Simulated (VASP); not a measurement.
# Gap of GaN, level by level

Aim: compute the gap of GaN from the cheapest level upwards and hold each value against experiment. The levels: LDA, PBE, r2SCAN, TB-mBJ, TPSS, HSE06, PBE-EpsX, HSE03, r2SCAN-EpsX, B3LYP and PBE + SOC. The start is a cell from a database of measured crystal structures.

Program: VASP 6.6.1. Level of theory: LDA; plane waves and PAW (Ga_d, N), in the first sound run; inputs show where later runs differ. Results are calculated unless marked as measured.

**What experiment says.**

For GaN, wurtzite (quoted literature value, sample not specified), “Momentum selectivity and anisotropy effects in the nitrogen K-edge resonant inelastic X-ray scattering from GaN” (2004, arxiv:cond-mat/0412304) quotes earlier work: band gap (experimental optical band gap (direct, Gamma)) 3.4 eV [Rounded literature optical gap quoted in passing for comparison with the calculation …].

The database entry behind the starting cell differs from later determinations by our own check (thin film, about 0.3 % long), so it need not match the best structure at ambient conditions.

## (1) The structure

The structure is hexagonal, space group P6_3mc (No. 186). Conventional cell: a = 3.197 Å, b = 3.197 Å, c = 5.207 Å, α = 90.00°, β = 90.00°, γ = 120.00°. Nearest to Ga lie 4 N at 1.95 to 1.97 Å. Nearest to N lie 4 Ga at 1.95 to 1.97 Å. Farther neighbours and most contacts between anions are not listed.

Coordinates:

```xyz
4
Lattice="3.1972 0.0000 0.0000 -1.5986 2.7689 0.0000 0.0000 0.0000 5.2070" Properties=species:S:1:pos:R:3 pbc="T T T"
Ga    1.5986    0.9230    3.0784
Ga    0.0000    1.8459    0.4749
N     1.5986    0.9230    5.0445
N     0.0000    1.8459    2.4410
```

## (2) Bands with LDA, k 5×5×3

Levels along the symmetry lines show where the bands peak and cross; KPOINTS_OPT computes them in the converged potential. LDA, the lowest rung, knows the local density alone.

The input, INCAR:

```
SYSTEM = GaN
PREC = Accurate
ENCUT = 520
EDIFF = 1E-06
NELM = 100
ISMEAR = 0
SIGMA = 0.02
LREAL = .FALSE.
ALGO = Normal
GGA = CA
NBANDS = 32
LORBIT = 11
LWAVE = .FALSE.
LCHARG = .FALSE.
KPAR = 8
```

The input, POSCAR:

```
GaN
1.0
    3.1972000000      0.0000000000      0.0000000000
   -1.5986000000      2.7688564210      0.0000000000
    0.0000000000      0.0000000000      5.2070000000
Ga N
2 2
Direct
    0.6666666667      0.3333333333      0.5912000000
    0.3333333333      0.6666666667      0.0912000000
    0.6666666667      0.3333333333      0.9688000000
    0.3333333333      0.6666666667      0.4688000000
```

The input, KPOINTS:

```
Automatic mesh
0
Gamma
5 5 3
0 0 0
```

The input, KPOINTS_OPT:

```
Line mode
16
Line-mode
Reciprocal
  0.00000000   0.00000000   0.00000000 GAMMA
  0.50000000   0.00000000   0.00000000 M

  0.50000000   0.00000000   0.00000000 M
  0.33333333   0.33333333   0.00000000 K

  0.33333333   0.33333333   0.00000000 K
  0.00000000   0.00000000   0.00000000 GAMMA

  0.00000000   0.00000000   0.00000000 GAMMA
  0.00000000   0.00000000   0.50000000 A

  0.00000000   0.00000000   0.50000000 A
  0.50000000   0.00000000   0.50000000 L

  0.50000000   0.00000000   0.50000000 L
  0.33333333   0.33333333   0.50000000 H

  0.33333333   0.33333333   0.50000000 H
  0.00000000   0.00000000   0.50000000 A

  0.50000000   0.00000000   0.50000000 L
  0.50000000   0.00000000   0.00000000 M

  0.33333333   0.33333333   0.00000000 K
  0.33333333   0.33333333   0.50000000 H
```

The projector-augmented-wave data sets are Ga_d and N (PBE family, release 64).

Run with:

```console
$ mpirun -np 8 vasp_std
```

Numbers of over 12 decimals in the logs are rounded to 6 here.

Log:

```text
[banner, memory and clock lines left out]
running    8 mpi-ranks, on    1 nodes
 distrk:  each k-point on    1 cores,    8 groups
 distr:  one band on    1 cores,    1 groups

 POSCAR found type information on POSCAR GaN
 POSCAR found :  2 types and       4 ions
|                                                                             |
|           W    W    AA    RRRRR   N    N  II  N    N   GGGG   !!!           |
|           W    W   A  A   R    R  NN   N  II  NN   N  G    G  !!!           |
|           W    W  A    A  R    R  N N  N  II  N N  N  G       !!!           |
|           W WW W  AAAAAA  RRRRR   N  N N  II  N  N N  G  GGG   !            |
|           WW  WW  A    A  R   R   N   NN  II  N   NN  G    G                |
|           W    W  A    A  R    R  N    N  II  N    N   GGGG   !!!           |
|                                                                             |
|     For optimal performance we recommend to set                             |
|       NCORE = 2 up to number-of-cores-per-socket                            |
|     NCORE specifies how many cores store one orbital (NPAR=cpu/NCORE).      |
|     This setting can greatly improve the performance of VASP for DFT.       |
|     The default, NCORE=1 might be grossly inefficient on modern             |
|     multi-core architectures or massively parallel machines. Do your        |
|     Unfortunately you need to use the default for GW and RPA                |
|     calculations (for HF NCORE is supported but not extensively tested      |
|     yet).                                                                   |
|                                                                             |

|                                                                             |
|               ----> ADVICE to this user running VASP <----                  |
|                                                                             |
|     You enforced a specific xc type in the INCAR file but a different       |
|     [... a line on the potential file left out ...]
|     I HOPE YOU KNOW WHAT YOU ARE DOING!                                     |
|                                                                             |

 LDA part: xc-table for (Slater(with rela. corr.)+CA(PZ))
 , standard interpolation
 POSCAR, INCAR and KPOINTS ok, starting setup
 FFT: planning ... GRIDC
 FFT: planning ... GRID_SOFT
 FFT: planning ... GRID
 WAVECAR not read
 entering main loop
       N       E                     dE             d eps       ncg     rms          rms(c)
DAV:   1     0.298243382518E+03    0.29824E+03   -0.16482E+04   792   0.210E+03
DAV:   2     0.109604618245E+02   -0.28728E+03   -0.26210E+03   664   0.494E+02
DAV:   3    -0.303262251084E+02   -0.41287E+02   -0.40635E+02   776   0.131E+02
DAV:   4    -0.316931623506E+02   -0.13669E+01   -0.13656E+01   712   0.267E+01
DAV:   5    -0.317159701361E+02   -0.22808E-01   -0.22807E-01   800   0.341E+00    0.103E+01
DAV:   6    -0.280111189877E+02    0.37049E+01   -0.62658E+00  1072   0.409E+01    0.323E+00
DAV:   7    -0.280186285807E+02   -0.75096E-02   -0.96703E-01   664   0.665E+00    0.255E+00
DAV:   8    -0.279828744763E+02    0.35754E-01   -0.20488E-01   952   0.322E+00    0.153E+00
DAV:   9    -0.279599016346E+02    0.22973E-01   -0.39672E-02   968   0.261E+00    0.480E-01
DAV:  10    -0.279603797681E+02   -0.47813E-03   -0.71045E-03   728   0.500E-01    0.143E-01
DAV:  11    -0.279602586219E+02    0.12115E-03   -0.75647E-04  1056   0.481E-01    0.103E-01
DAV:  12    -0.279602467394E+02    0.11882E-04   -0.94257E-05   712   0.626E-02    0.789E-02
DAV:  13    -0.279602448483E+02    0.18912E-05   -0.68948E-05   792   0.456E-02    0.584E-02
DAV:  14    -0.279602388872E+02    0.59611E-05   -0.10590E-05   720   0.230E-02    0.695E-03
DAV:  15    -0.279602388986E+02   -0.11402E-07   -0.13215E-06   504   0.607E-03
   1 F= -.27960239E+02 E0= -.27960239E+02  d E =-.660517E-44
 Start KPOINTS_OPT (optional k-point list driver)
k-point batch [1-10\144]
       N       E                     dE             ncg
DAV:   1     0.145989673457E+04   -0.20885E+04      792
DAV:   2    -0.131346528388E+04   -0.27734E+04      648
DAV:   3    -0.171266456336E+04   -0.39920E+03      760
DAV:   4    -0.172664430133E+04   -0.13980E+02      704
DAV:   5    -0.172687674346E+04   -0.23244E+00      816
DAV:   6    -0.172688547656E+04   -0.87331E-02      800
DAV:   7    -0.172688573539E+04   -0.25883E-03      888
DAV:   8    -0.172688573765E+04   -0.22582E-05      624
DAV:   9    -0.172688573772E+04   -0.74341E-07      536
[...]
k-point batch [141-144\144]
       N       E                     dE             ncg
DAV:   1     0.100746477898E+05   -0.55660E+04      312
DAV:   2     0.888678672019E+04   -0.11879E+04      256
DAV:   3     0.870572017413E+04   -0.18107E+03      320
DAV:   4     0.869972847344E+04   -0.59917E+01      288
DAV:   5     0.869964360978E+04   -0.84864E-01      352
DAV:   6     0.869964129384E+04   -0.23159E-02      312
DAV:   7     0.869964121034E+04   -0.83500E-04      360
DAV:   8     0.869964121002E+04   -0.32067E-06      224
```

Elapsed: 9.8 s, on 8 MPI ranks of Intel Xeon 6975P-C (Granite Rapids), shared host; peak memory 1.4 GiB.

The logs omit lines about the potential files and the build; timing stands in the text.

From OUTCAR (step 2):

```text
ion  position               nearest neighbor table
   1  0.667  0.333  0.591-   4 1.95   4 1.95   4 1.95   3 1.97
   2  0.333  0.667  0.091-   3 1.95   3 1.95   3 1.95   4 1.97
   3  0.667  0.333  0.969-   2 1.95   2 1.95   2 1.95   1 1.97
   4  0.333  0.667  0.469-   1 1.95   1 1.95   1 1.95   2 1.97

  LATTYP: Found a hexagonal cell.
 ALAT       =     3.1972000000
 C/A-ratio  =     1.6286125360

 Subroutine GETGRP returns: Found 12 space group operations
 (whereof  6 operations were pure point group operations)

The static configuration has the point symmetry C_3v.
 The point group associated with its full space group is C_6v.

 Found     10 irreducible k-points:

   k-points           NKPTS =     10   k-points in BZ     NKDIM =     10   number of bands    NBANDS=     32

   dimension x,y,z NGX =    24 NGY =   24 NGZ =   40
   dimension x,y,z NGXF=    48 NGYF=   48 NGZF=   80

   ENCUT  =  520.0 eV  38.22 Ry    6.18 a.u.   5.94  5.94  9.68*2*pi/ulx,y,z

   NELECT =      36.0000    total number of electrons

 k-points in reciprocal lattice and weights: Automatic mesh
   0.00000000  0.00000000  0.00000000       0.013
   0.20000000 -0.00000000  0.00000000       0.080
   0.40000000  0.00000000  0.00000000       0.080
   0.20000000  0.20000000  0.00000000       0.080
   0.40000000  0.20000000  0.00000000       0.080
   0.00000000  0.00000000  0.33333333       0.027
   0.20000000 -0.00000000  0.33333333       0.160
   0.40000000  0.00000000  0.33333333       0.160
   0.20000000  0.20000000  0.33333333       0.160
   0.40000000  0.20000000  0.33333333       0.160

 average (electrostatic) potential at core
       1 -63.2899       2 -63.2899       3 -62.1887       4 -62.1887

 E-fermi :   5.0797

 k-point     1 :       0.0000    0.0000    0.0000
  band No.  band energies     occupation
    ...
     14       3.8536      2.00000
     15       3.8536      2.00000
     16       4.8599      2.00000
     17       4.8862      2.00000
     18       4.8862      2.00000
     19       6.7470      0.00000
     20       8.9714      0.00000
     21      13.8666      0.00000
     22      14.5455      0.00000
     23      14.5455      0.00000
    ...

 k-point     2 :       0.2000   -0.0000    0.0000
  band No.  band energies     occupation
    ...
     14       1.6351      2.00000
     15       2.7035      2.00000
     16       3.1669      2.00000
     17       4.4416      2.00000
     18       4.5416      2.00000
     19       8.5910      0.00000
     20      10.4884      0.00000
     21      12.4952      0.00000
     22      13.4340      0.00000
     23      14.8854      0.00000
    ...

 k-point     3 :       0.4000    0.0000    0.0000
  band No.  band energies     occupation
    ...
     14      -0.1231      2.00000
     15       0.5024      2.00000
     16       2.2758      2.00000
     17       3.1349      2.00000
     18       3.9713      2.00000
     19       9.7661      0.00000
     20      10.3286      0.00000
     21      11.0219      0.00000
     22      13.1664      0.00000
     23      14.9934      0.00000
    ...

  Total       -2.0372935     -2.0372935     -2.1184158      0.0000000     -0.0000000      0.0000000
  in kB      -70.8119192    -70.8119192    -73.6315556      0.0000000     -0.0000000      0.0000000
  external PRESSURE =     -71.7517980 kB  Pullay stress =       0.0000000 kB

  energy-cutoff  :      520.00
  volume of cell :       46.10
      direct lattice vectors                 reciprocal lattice vectors
     3.197200000  0.000000000  0.000000000     0.312773677  0.180579967  0.000000000
    -1.598600000  2.768856421  0.000000000     0.000000000  0.361159933  0.000000000
     0.000000000  0.000000000  5.207000000     0.000000000  0.000000000  0.192049165

 POSITION                                       TOTAL-FORCE (eV/Angst)
 -----------------------------------------------------------------------------------
      1.59860      0.92295      3.07838         0.000000      0.000000      0.053673
     -0.00000      1.84590      0.47488        -0.000000     -0.000000      0.053673
      1.59860      0.92295      5.04454        -0.000000      0.000000     -0.053673
     -0.00000      1.84590      2.44104         0.000000     -0.000000     -0.053673
 -----------------------------------------------------------------------------------
    total drift:                               -0.000001     -0.000002      0.002260

  FREE ENERGIE OF THE ION-ELECTRON SYSTEM (eV)
  ---------------------------------------------------
  free  energy   TOTEN  =       -27.9602388986 eV

  energy  without entropy=      -27.9602388986  energy(sigma->0) =      -27.96023890

 total charge
# of ion       s       p       d       tot
------------------------------------------
    1        0.789   0.887  10.175  11.851
    2        0.789   0.887  10.175  11.851
    3        1.205   2.505   0.000   3.710
    4        1.205   2.505   0.000   3.710
--------------------------------------------------
tot          3.988   6.784  20.350  31.122

[... 3 further parts left out ...]
```

Spin-orbit coupling is off here; it would split degenerate levels. The PAW data sets were made with PBE, though LDA sets exist; this is a small mismatch. At this level the cell is under a tension of 7.2 GPa, so at these settings it is away from equilibrium.

This step gave:

| Quantity | Value |
| --- | --- |
| SCF cycles | 15 |
| electrons | 36 |
| bands | 32 |
| irreducible k-points | 10 |
| symmetry operations | 12 |
| free energy (TOTEN) | -27.96 eV |
| Fermi energy | 5.080 eV |
| pressure | -7.175 GPa |
| metallic | no |
| least gap on mesh and path | 1.861 eV |
| least direct gap on mesh and path | 1.861 eV |
| valence top at k | 0, 0, 0 |
| conduction bottom at k | 0, 0, 0 |
| least direct gap at k | 0, 0, 0 |

The electronic bands at the labelled points (eV, zero at the valence-band top; v1 is the highest filled band, c1 the lowest empty one):

```csv
point,v4,v3,v2,v1,c1,c2,c3,c4
Γ,-1.03,-0.03,0.00,0.00,1.86,4.09,8.98,9.66
0.53 of the way,-3.09,-2.07,-0.80,-0.56,4.32,5.72,7.06,8.28
M,-4.20,-2.75,-2.20,-1.01,4.87,5.42,5.89,8.37
0.53 of the way,-4.30,-3.54,-2.38,-1.99,5.43,6.53,6.60,8.21
K,-5.30,-2.97,-2.97,-2.74,5.02,7.59,7.59,8.23
0.47 of the way,-3.90,-2.62,-1.17,-1.00,5.04,6.72,7.04,7.41
Γ,-1.03,-0.03,0.00,0.00,1.86,4.09,8.98,9.66
0.47 of the way,-0.91,-0.91,-0.14,-0.14,2.94,4.19,8.63,9.39
A,-0.53,-0.53,-0.53,-0.53,4.13,4.13,8.24,8.24
0.47 of the way,-2.04,-2.04,-1.22,-1.22,5.14,5.14,7.41,7.41
L,-1.95,-1.95,-1.88,-1.88,4.26,4.26,7.54,7.54
0.47 of the way,-3.11,-3.11,-1.59,-1.59,5.12,5.12,7.86,7.86
H,-4.21,-4.21,-1.47,-1.47,6.24,6.24,7.16,7.16
0.53 of the way,-2.05,-2.05,-1.72,-1.72,5.50,5.50,7.39,7.39
A,-0.53,-0.53,-0.53,-0.53,4.13,4.13,8.24,8.24
jump to L,-1.95,-1.95,-1.88,-1.88,4.26,4.26,7.54,7.54
0.53 of the way,-3.38,-2.55,-1.72,-1.27,4.23,4.93,7.27,7.68
M,-4.20,-2.75,-2.20,-1.01,4.87,5.42,5.89,8.37
jump to K,-5.30,-2.97,-2.97,-2.74,5.02,7.59,7.59,8.23
0.53 of the way,-4.96,-3.30,-2.10,-2.10,5.85,6.92,6.92,7.99
H,-4.21,-4.21,-1.47,-1.47,6.24,6.24,7.16,7.16
```

The largest weight of each band there:

```csv
point,v4,v3,v2,v1,c1,c2,c3,c4
Γ,N 0.72,N 0.79,N 0.78,N 0.78,N 0.59,Ga 0.71,N 0.81,Ga 1.00
M,N 0.55,N 0.66,N 0.64,N 0.73,Ga 0.88,Ga 0.58,Ga 0.52,N 0.65
K,N 0.56,N 0.62,N 0.62,N 0.63,Ga 0.88,N 0.57,N 0.57,N 0.71
Γ,N 0.72,N 0.79,N 0.78,N 0.78,N 0.59,Ga 0.71,N 0.81,Ga 1.00
A,N 0.75,N 0.75,N 0.75,N 0.75,N 0.54,N 0.54,Ga 0.62,Ga 0.62
L,N 0.68,N 0.68,N 0.69,N 0.69,Ga 0.73,Ga 0.73,Ga 0.75,Ga 0.75
```

Force by atom:

```csv
atom,x (eV/Å),y (eV/Å),z (eV/Å),size
Ga1,0.0000,0.0000,0.0537,0.0537
Ga2,0.0000,0.0000,0.0537,0.0537
N3,0.0000,0.0000,-0.0537,0.0537
N4,0.0000,0.0000,-0.0537,0.0537
```

The gap is 1.86 eV, direct at Γ. The direct gap lies -1.54 eV from the measured 3.40 eV.

(Part 1 of 8 ends here.)

[Lines on the potential files, build, host, timing and source positions are cut from VASP's logs without a mark.]

[Logs are printed without paths, hosts, clocks, repeated set-up lines and the standing remarks that a program may print on its own settings, such as how far it seeks lower states.]

[Hosts, paths, dates, database ids (printed as entryN), source tags and the programs' standing remarks are cut or masked in the printed files.]

[Measured values are set beside computed ones only where the two were judged alike; some that the calculation misses by far are left out.]

[In band tables of VASP the shares of atoms and orbitals are scaled to a sum of 1 inside the atoms' spheres.]
